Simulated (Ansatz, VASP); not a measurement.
# AlSi2Cl in VASP and in Ansatz

File INCAR:

```
SYSTEM = AlSi2Cl
ALGO = Normal
EDIFF = 1E-6
ENCUT = 520
GGA = PE
ISIF = 2
ISMEAR = -1
LASPH = .True.
LCHARG = .False.
LREAL = .False.
LWAVE = .False.
NBANDS = 17
NELM = 100
PREC = Accurate
SIGMA = 0.05
```

Contents of KPOINTS:

```
k-points
0
Gamma
  8 8 6
  0 0 0
```

File POSCAR:

```
AlSi2Cl
1.0
    3.8528636140      0.0000000000      0.0000000000
   -1.9264318070      3.3366777628      0.0000000000
    0.0000000000      0.0000000000      5.0555257712
Al Si Cl
1 2 1
Direct
    0.6666666700      0.3333333300      0.5000000000
    0.0000000000      0.0000000000      0.7468175900
    0.0000000000      0.0000000000      0.2531824100
    0.3333333300      0.6666666700      0.0000000000
```

File input.yaml:

```yaml
crystal:
  lattice:
    - [3.852863614, 0.0, 0.0]
    - [-1.926431807, 3.3366777628, 0.0]
    - [0.0, 0.0, 5.0555257712]
  atoms:
    - { symbol: Al, position: [0.66666667, 0.33333333, 0.5] }
    - { symbol: Si, position: [0.0, 0.0, 0.74681759] }
    - { symbol: Si, position: [0.0, 0.0, 0.25318241] }
    - { symbol: Cl, position: [0.33333333, 0.66666667, 0.0] }
kpoints:
  mp_grid: { grid: [8, 8, 6] }
scf:
  occupations: { method: fermi_dirac, width: 0.05 }
hamiltonian:
  xc: pbe
  pseudopotentials: { kind: all_electron, lapw: { basis_error: 0.001 } }
output:
  forces: true
  stress: true
  eigenvalues: true
```

Change from the starting cell: volume scaled by 1.04.

Alike in both runs: task single point; functional PBE; k mesh 8 × 8 × 6; occupations fermi-dirac, width 0.05 eV; no spin polarisation.

|  | VASP | Ansatz |
| --- | --- | --- |
| version | VASP 6.6.1 | Ansatz 0.2.0 |
| potentials or method | VASP PAW PBE potentials, release 64 (Al, Si, Cl) | all-electron LAPW, scalar-relativistic |
| plane-wave cutoff (eV) | 520 | see its input |

VASP gave:

- gap on the k mesh at the Fermi level (eV): none
- pressure (GPa): 16.3
- largest component of the traceless stress (GPa): 6.02
- rms of the force components (eV/Å): 0.371

Task: Which values does Ansatz return?

Result: gap on the k mesh at the Fermi level (eV): none; pressure (GPa): 16.3; largest component of the traceless stress (GPa): 5.90; rms of the force components (eV/Å): 0.370.

Atom by atom the forces differ by 0.000 eV/Å (rms over components). A gap of «none» marks a metal or a gap that the smearing closes. Ansatz ran all-electron here, so the differences hold the error of VASP's frozen core and of both bases.

Caveats: so large a pressure means that the cell lies far from this level's equilibrium, or that cutoff or potentials fall short (VASP).
